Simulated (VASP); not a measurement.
# F2SiClBr in VASP: reference runs

How does F2SiClBr come out in PBE? The cell is run as given.

Program: VASP 6.6.1. These are calculated values, not measurements. Logs are shortened: lines on timing, memory, paths and dates and some standing lists are left out, and cuts for length are marked.

### 1 The molecule as given

The cell holds a molecule in a box, 5 atoms: a = 12.000 Å, b = 12.000 Å, c = 12.000 Å, α = 90.00°, β = 90.00°, γ = 90.00°.

### 2 Single point, PBE

INCAR

```
  PREC = Accurate
  ENCUT = 520
  EDIFF = 1E-7
  ISMEAR = 0
  SIGMA = 0.01
  LREAL = F
  LASPH = T
  NELM = 100
  ALGO = Normal
  ISIF = 2
  LWAVE = F
  LCHARG = T
  GGA = PE
  LELF = T
  LVHAR = T
  LVACPOTAV = T
  NBANDS = 24
```

KPOINTS

```
regular mesh
0
Gamma
  1 1 1
```

POSCAR

```
SiBrClF2
1.0
   12.0000000000      0.0000000000      0.0000000000
    0.0000000000     12.0000000000      0.0000000000
    0.0000000000      0.0000000000     12.0000000000
F Si Cl Br
2 1 1 1
Direct
    0.6064125000      0.3790625000      0.5093416700
    0.4409708300      0.4519458300      0.6188416700
    0.4997208300      0.4546625000      0.5018083300
    0.3957541700      0.3914125000      0.3868250000
    0.5489875000      0.6244375000      0.4632333300
```

Potentials or basis: VASP PAW PBE potentials, release 64 (F, Si, Cl, Br).

Run with:

```bash
$ cat potpaw_PBE.64/F/POTCAR potpaw_PBE.64/Si/POTCAR potpaw_PBE.64/Cl/POTCAR potpaw_PBE.64/Br/POTCAR > POTCAR
$ mpirun -np 1 vasp_gam > vasp.out
```

OUTCAR:

```text
PREC = Accurate
   ENCUT = 520
   EDIFF = 1E-7
   ISMEAR = 0
   LREAL = F
   LASPH = T
   NELM = 100
   ISIF = 2
   GGA = PE

 ion  position               nearest neighbor table
   1  0.606  0.379  0.509-   3 1.57
   2  0.441  0.452  0.619-   3 1.57
   3  0.500  0.455  0.502-   1 1.57   2 1.57   4 2.01   5 2.17
   4  0.396  0.391  0.387-   3 2.01
   5  0.549  0.624  0.463-   3 2.17

  LATTYP: Found a simple cubic cell.
 ALAT       =    12.0000000000

  Lattice vectors:

 A1 = (  12.0000000000,   0.0000000000,   0.0000000000)
 A2 = (   0.0000000000,  12.0000000000,   0.0000000000)
 A3 = (   0.0000000000,   0.0000000000,  12.0000000000)

Analysis of symmetry for initial positions (statically):
=====================================================================
 Subroutine PRICEL returns:
 Original cell was already a primitive cell.

 Routine SETGRP: Setting up the symmetry group for a
 simple cubic supercell.

 Subroutine GETGRP returns: Found  1 space group operations
 (whereof  1 operations were pure point group operations)
 out of a pool of 48 trial point group operations.

The static configuration has the point symmetry C_1 .

Analysis of symmetry for dynamics (positions and initial velocities):
=====================================================================
 Subroutine PRICEL returns:
 Original cell was already a primitive cell.

 Routine SETGRP: Setting up the symmetry group for a
 simple cubic supercell.

 Subroutine GETGRP returns: Found  1 space group operations
 (whereof  1 operations were pure point group operations)
 out of a pool of 48 trial point group operations.

The dynamic configuration has the point symmetry C_1 .

 Subroutine INISYM returns: Found  1 space group operations
 (whereof  1 operations are pure point group operations),
 and found     1 'primitive' translations

----------------------------------------------------------------------------------------

                                     Primitive cell

  volume of cell :    1728.0000

  direct lattice vectors                    reciprocal lattice vectors
    12.000000000  0.000000000  0.000000000     0.083333333  0.000000000  0.000000000
     0.000000000 12.000000000  0.000000000     0.000000000  0.083333333  0.000000000
     0.000000000  0.000000000 12.000000000     0.000000000  0.000000000  0.083333333

  length of vectors
    12.000000000 12.000000000 12.000000000     0.083333333  0.083333333  0.083333333

  position of ions in fractional coordinates (direct lattice)
     0.606412500  0.379062500  0.509341670
     0.440970830  0.451945830  0.618841670
     0.499720830  0.454662500  0.501808330
     0.395754170  0.391412500  0.386825000
     0.548987500  0.624437500  0.463233330

  ion indices of the primitive-cell ions
   primitive index   ion index
                 1           1
                 2           2
                 3           3
                 4           4
                 5           5

----------------------------------------------------------------------------------------

 KPOINTS: regular mesh

Automatic generation of k-mesh.
 Grid dimensions read from file:
 generate k-points for:    1    1    1

 Generating k-lattice:

  Cartesian coordinates                     Fractional coordinates (reciprocal lattice)
     0.083333333  0.000000000  0.000000000     1.000000000  0.000000000  0.000000000
     0.000000000  0.083333333  0.000000000     0.000000000  1.000000000  0.000000000
     0.000000000  0.000000000  0.083333333     0.000000000  0.000000000  1.000000000

  Length of vectors
     0.083333333  0.083333333  0.083333333

  Shift w.r.t. Gamma in fractional coordinates (k-lattice)
     0.000000000  0.000000000  0.000000000

 Subroutine IBZKPT returns following result:
 ===========================================

 Found      1 irreducible k-points:

 Following reciprocal coordinates:
            Coordinates               Weight
  0.000000  0.000000  0.000000      1.000000
   k-points           NKPTS =      1   k-points in BZ     NKDIM =      1   number of bands    NBANDS=     24
   number of dos      NEDOS =    301   number of ions     NIONS =      5
   total plane-waves  NPLWV = 729000
   dimension x,y,z NGX =    90 NGY =   90 NGZ =   90
   dimension x,y,z NGXF=   180 NGYF=  180 NGZF=  180
   ions per type =               2   1   1   1
   NGX,Y,Z   is equivalent  to a cutoff of  12.47, 12.47, 12.47 a.u.
   NGXF,Y,Z  is equivalent  to a cutoff of  24.94, 24.94, 24.94 a.u.
 SYSTEM =  unknown system
   PREC   = accura    normal or accurate (medium, high low for compatibility)
   ISTART =      0    job   : 0-new  1-cont  2-samecut
   ICHARG =      2    charge: 1-file 2-atom 10-const
   ISPIN  =      1    spin polarized calculation?
   LNONCOLLINEAR =      F non collinear calculations
   LSORBIT =      F    spin-orbit coupling
   LASPH  =      T    aspherical Exc in radial PAW
   ENCUT  =  520.0 eV  38.22 Ry    6.18 a.u.  22.31 22.31 22.31*2*pi/ulx,y,z
   NELM   =    100;   NELMIN=  2; NELMDL= -5     # of ELM steps
   EDIFF  = 0.1E-06   stopping-criterion for ELM
   LREAL  =      F    real-space projection
   EDIFFG = 0.1E-05   stopping-criterion for IOM
   NSW    =      0    number of steps for IOM
   IBRION =     -1    ionic relax: 0-MD 1-quasi-New 2-CG
   NFREE  =      0    steps in history (QN), initial steepest desc. (CG)
   ISIF   =      2    stress and relaxation
   ISYM   =      2    0-nonsym 1-usesym 2-fastsym
   POTIM  = 0.5000    time-step for ionic-motion
   TEBEG  =    0.0;   TEEND  =   0.0 temperature during run
   PSTRESS=    0.0 pullay stress
   NELECT =      32.0000    total number of electrons
   NUPDOWN=      -1.0000    fix difference up-down
   EMIN   =  10.00;   EMAX   =-10.00  energy-range for DOS
   EFERMI =   0.00;   METHOD = LEGACY
   ISMEAR =     0;   SIGMA  =   0.01  broadening in eV -4-tet -1-fermi 0-gaus
   EFERMI_NEDOS =   21; number of points for ismear=-14 and -15
   IALGO  =     38    algorithm
   IMIX   =      4    mixing-type and parameters
     AMIX     =   0.40;   BMIX     =  1.00
     AMIX_MAG =   1.60;   BMIX_MAG =  1.00
  volume/ion in A,a.u.               =     345.60      2332.22
  Fermi-wavevector in a.u.,A,eV,Ry     =   0.433122  0.818482  2.552380  0.187595
  Thomas-Fermi vector in A             =   1.403327
   LORBIT       =      0    0 simple, 1 ext, 2 COOP (PROOUT), +10 PAW based schemes
   GGA     = PE    functional components
   LHFCALC =     F    Hartree Fock is set to
   AEXX    =    0.0000 exact exchange contribution
   IVDW    =     0    specifies the selected vdW correction
   LEPSILON=     F    determine dielectric tensor
   LRPA    =     F    only Hartree local field effects (RPA)
 non-spin polarized calculation
 Gauss-broadening in eV      SIGMA  =   0.01
  energy-cutoff  :      520.00
  volume of cell :     1728.00
 maximum number of plane-waves:     23293
 NGX is ok and might be reduce to    90
   NGX = 45   NGY = 45   NGZ = 45

 number of electron      32.0000019 magnetization

 Free energy of the ion-electron system (eV)
  ---------------------------------------------------
  ext. energy  EPLUGINS =         0.00000000
  ---------------------------------------------------
  free energy    TOTEN  =       -22.81859739 eV

  energy without entropy =      -22.81859739  energy(sigma->0) =      -22.81859739

 E-fermi :  -7.4926     XC(G=0):  -0.9180

 val. band max:       -7.5586821774   @ k =   0.0000   0.0000   0.0000
 cond. band min:      -1.2375623632   @ k =   0.0000   0.0000   0.0000
 fundamental gap:      6.3211198141
 Fermi energy:        -7.4925892743

 k-point     1 :       0.0000    0.0000    0.0000
  band No.  band energies     occupation
      1     -30.6594      2.00000
      2     -30.1367      2.00000
      3     -21.3392      2.00000
      4     -20.4510      2.00000
      5     -14.1053      2.00000
      6     -12.3737      2.00000
      7     -11.8489      2.00000
      8     -11.6991      2.00000
      9     -10.7054      2.00000
     10     -10.5730      2.00000
     11     -10.3678      2.00000
     12      -9.4146      2.00000
     13      -8.6179      2.00000
     14      -8.4605      2.00000
     15      -7.6651      2.00000
     16      -7.5587      2.00000
     17      -1.2376      0.00000
     18      -0.0912      0.00000
     19       0.1663      0.00000
     20       0.4672      0.00000
     21       0.5295      0.00000
     22       0.9027      0.00000
     23       0.9699      0.00000
     24       0.9928      0.00000

------------------------ aborting loop because EDIFF is reached ----------------------------------------

  FORCE on cell =-STRESS in cart. coord.  units (eV):
  Direction    XX          YY          ZZ          XY          YZ          ZX
  --------------------------------------------------------------------------------------
  -------------------------------------------------------------------------------------
  Total        1.3561467      0.9879413      1.2888391     -0.3378749     -0.0405980     -0.2812818
  in kB        1.2574002      0.9160053      1.1949935     -0.3132729     -0.0376419     -0.2608005
  external PRESSURE =       1.1227997 kB  Pullay stress =       0.0000000 kB

 VOLUME and BASIS-vectors are now :
 -----------------------------------------------------------------------------
  energy-cutoff  :      520.00
  volume of cell :     1728.00
      direct lattice vectors                 reciprocal lattice vectors
    12.000000000  0.000000000  0.000000000     0.083333333  0.000000000  0.000000000
     0.000000000 12.000000000  0.000000000     0.000000000  0.083333333  0.000000000
     0.000000000  0.000000000 12.000000000     0.000000000  0.000000000  0.083333333

 POSITION                                       TOTAL-FORCE (eV/Angst)
 -----------------------------------------------------------------------------------
      7.27695      4.54875      6.11210         0.713969     -0.508411      0.046842
      5.29165      5.42335      7.42610        -0.393574     -0.018643      0.781996
      5.99665      5.45595      6.02170        -0.221299      0.375506     -0.578882
      4.74905      4.69695      4.64190        -0.177422     -0.114116     -0.192604
      6.58785      7.49325      5.55880         0.078326      0.265664     -0.057352
 -----------------------------------------------------------------------------------
    total drift:                                0.003053      0.003793      0.000291

  FREE ENERGIE OF THE ION-ELECTRON SYSTEM (eV)
  ---------------------------------------------------
  free  energy   TOTEN  =       -22.8185973916 eV

  energy  without entropy=      -22.8185973916  energy(sigma->0) =      -22.81859739
```

It took 92 s on 1 thread of Intel Xeon 6975P-C (Granite Rapids), shared host; peak memory 1.3 GiB.

What came out:

```yaml
Free_energy: -22.8186 eV
Largest_force: 0.878 eV/Å
Gap_between_the_frontier_levels: 6.32 eV
```

Forces in eV/Å, atoms in the order of the input:
```
F    0.714 -0.508  0.047
F   -0.394 -0.019  0.782
Si  -0.221  0.376 -0.579
Cl  -0.177 -0.114 -0.193
Br   0.078  0.266 -0.057
```

Levels at points of the mesh, in eV from the valence-band top:
```
           k point  band 14  band 15  band 16  band 17  band 18  band 19
(0.00, 0.00, 0.00)    -0.90    -0.11     0.00     6.32     7.47     7.72
```

As with any semilocal functional, this PBE gap is likely too small.
